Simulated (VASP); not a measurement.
Consider the following.

```xyz
4
Lattice="4.0007 0.0000 0.0000 0.0000 4.0007 0.0000 0.0000 0.0000 4.0007" Properties=species:S:1:pos:R:3 pbc="T T T"
Ti     0.0000     0.0000     0.0000
Pt     2.0003     2.0003     0.0000
Pt     0.0000     2.0003     2.0003
Pt     2.0003     0.0000     2.0003
```

Method: PBE GGA, VASP's PBE PAW potentials (set 64) (plane waves; VASP). Settings: 300 eV cut-off, 11×11×11 Γ-centred mesh, Gaussian smearing of 0.14 eV, potentials Ti_sv Pt.

At this cut-off the stress carries a Pulay error, which pulls relaxed volumes low.

Q: Give the stress tensor in GPa (positive for a compressed cell).

A: 
```
-9.25   0.00   0.00
 0.00  -9.25   0.00
 0.00   0.00  -9.25
```
The pressure is its mean diagonal, -9.25 GPa.

The structure comes from a computed database's TiPt3 entry; how it stands against other phases isn't given here. The cell was not relaxed at this level.
